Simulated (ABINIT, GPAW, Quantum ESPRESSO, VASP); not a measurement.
## Code comparison for TiZn (Pm-3m, 2 atoms in the cell)

Self-consistent single point.

```
TiZn
1.0
    3.12375     0.00000     0.00000
    0.00000     3.12375     0.00000
    0.00000     0.00000     3.12375
Ti Zn
1 1
Cartesian
  1.56187   1.56187   1.56187
  0.00000   0.00000   0.00000
```

All programs got the same cell, k-point mesh and kind of occupations (in GPAW's words: kpts = 7 7 7; mesh shift (steps) = 0 0 0; occupations.name = fermi-dirac; occupations.width = 0.1 eV); potentials, basis and cutoffs are each program's usual ones.

```json
[
 {"code": "GPAW", "model": "PBEsol, GPAW PAW datasets PBEsol (made by gpaw-setup)", "pressure (GPa)": "-2.51", "cutoff": "850 eV"},
 {"code": "Quantum ESPRESSO", "model": "PBEsol, SSSP 1.1.2 efficiency (PBE) pseudopotentials", "pressure (GPa)": "-3.21", "cutoff": "50 Ry"},
 {"code": "VASP", "model": "PBEsol, VASP's PBE PAW potentials (set 64)", "pressure (GPa)": "-2.72", "cutoff": "300 eV"},
 {"code": "ABINIT", "model": "PBEsol, PAW (JTH v2.0 PBE PAW, files made for PBE)", "pressure (GPa)": "-2.62", "cutoff": "30 Ha"}
]
```

The spread over the programs that give each value: pressure within 0.70 GPa.

The starting cell comes from a database of computed structures (which also holds hypothetical and non-ambient phases and stackings), without a prior relaxation at this level. On GPAW's run: Spin polarisation is off.

Why do the programs differ, and what cannot be compared?

Differences of this kind can come from the potentials, where these differ, and from what each basis and cutoff leave unconverged. The valence holds different numbers of electrons (GPAW 24, Quantum ESPRESSO 32, VASP 24, ABINIT 24). The zero of total energies and Fermi levels follows the potentials and each program's conventions, so they are not compared here.

VASP's run is marked for a possible Pulay error in its stress at this cutoff; no cutoff test was made.

Left out of this page: Ansatz, CP2K, Elk, FLEUR and SIESTA (not drawn, or without a comparable value).

Keys are those of Ansatz 0.2.
